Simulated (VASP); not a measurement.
Input:

```
Ir
1.0
    0.00000     1.89727     1.92616
    1.89727     0.00000     1.92616
    1.89727     1.89727     0.00000
Ir
1
Direct
  0.00000   0.00000   0.00000
```

Method: r2SCAN meta-GGA, VASP's PBE PAW potentials (set 64) (plane waves; VASP 6.6.1). Settings: 480 eV cut-off, 16×16×16 Γ-centred mesh, first-order Methfessel-Paxton smearing of 0.10 eV, potentials Ir.

Unless said otherwise, spin-orbit coupling is left out, though it shifts the bands of the heavy elements here.

Predict the energy per atom (σ→0), pressure, band gap (on the k-mesh) with the smallest direct gap where there is one.

* **band gap (on the k-mesh)**: none (metal, semimetal or under 0.01 eV)
* **energy per atom (σ→0)**: -52.338 eV/atom
* **pressure**: 12.70 GPa

Total energies compare only between runs with the same potentials, cut-off and functional.

The compound is Ir in the fcc structure. This cell was strained or had an atom moved on purpose.
